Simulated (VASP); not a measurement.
Given:

```
CELL_PARAMETERS angstrom
      0.00000     2.27120     2.27120
      2.27120     0.00000     2.27120
      2.27120     2.27120     0.00000
ATOMIC_POSITIONS crystal
  Rh 0.00000 0.00000 0.00000
  N  0.25000 0.25000 0.25000
```

Level of theory: PBEsol GGA, VASP's PBE PAW potentials (set 64) (plane waves; VASP 6.6.1). Numerical set-up: 520 eV cut-off, 15×15×15 Γ-centred mesh, tetrahedra with Blöchl corrections, potentials Rh_pv N.

Predict the energy per atom (σ→0), band gap (on the k-mesh) with the smallest direct gap where there is one.

```
Quantity                                                     Value
------------------------  ----------------------------------------
band gap (on the k-mesh)  none (metal, semimetal or under 0.01 eV)
energy per atom (σ→0)                               -7.979 eV/atom
```

The absolute energy has meaning only against runs of the same code, potentials and settings.

The structure was generated: RhN was put into the zinc blende type (F-43m), which need not be its known phase. It was relaxed first, which changed the volume by -21 %.
